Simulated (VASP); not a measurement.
Here is the system:

```
NiSi2
1.0
    0.00000     2.69257     2.69257
    2.69257     0.00000     2.69257
    2.69257     2.69257     0.00000
Si Ni
2 1
Direct
  0.25000   0.25000   0.25000
  0.75000   0.75000   0.75000
  0.00000   0.00000   0.00000
```

These are SCAN meta-GGA, VASP's PBE PAW potentials (set 64) (plane waves; VASP) values and carry that method's errors. Settings: 520 eV cut-off, 11×11×11 Γ-centred mesh, tetrahedra with Blöchl corrections, potentials Si Ni.

**Question.** Tabulate the total density of states (states/eV per cell) against energy (eV; zero at the valence-band maximum or, without a gap, the Fermi level).

**Answer.** 
```
E (eV) | DOS (states/eV)
    -9.98 | ### 0.76
    -9.62 | ### 0.62
    -9.26 | #### 0.80
    -8.90 | ### 0.69
    -8.66 | ### 0.66
    -8.30 | ### 0.70
    -7.94 | #### 0.87
    -7.58 | #### 0.89
    -7.22 | ### 0.73
    -6.86 | #### 0.79
    -6.50 | #### 0.96
    -6.14 | ##### 1.11
    -5.90 | ###### 1.40
    -5.54 | ############## 3.23
    -5.18 | ################ 3.64
    -4.82 | ######## 1.87
    -4.46 | ############ 2.77
    -4.10 | ############ 2.59
    -3.74 | ############################## 6.72
    -3.38 | ########### 2.53
    -3.14 | ########## 2.25
    -2.78 | ########## 2.29
    -2.42 | ######## 1.85
    -2.06 | ###### 1.42
    -1.70 | ##### 1.13
    -1.34 | ### 0.74
    -0.98 | ## 0.50
    -0.62 | ## 0.38
    -0.38 | ## 0.45
    -0.02 | #### 0.79
     0.34 | #### 0.96
     0.70 | ##### 1.13
     1.06 | ######### 1.97
     1.42 | ##### 1.18
     1.78 | ## 0.35
     2.14 | ##### 1.06
     2.38 | ######## 1.88
     2.74 | ######### 2.10
     3.10 | ###### 1.31
     3.46 | #### 0.88
```
Within 2 eV below the Fermi level the largest weight inside VASP's projection spheres is Ni d, then Si p.

The compound is NiSi2 in the fluorite structure. It was relaxed first. The run is not spin-polarised, so no magnetic state was tried.
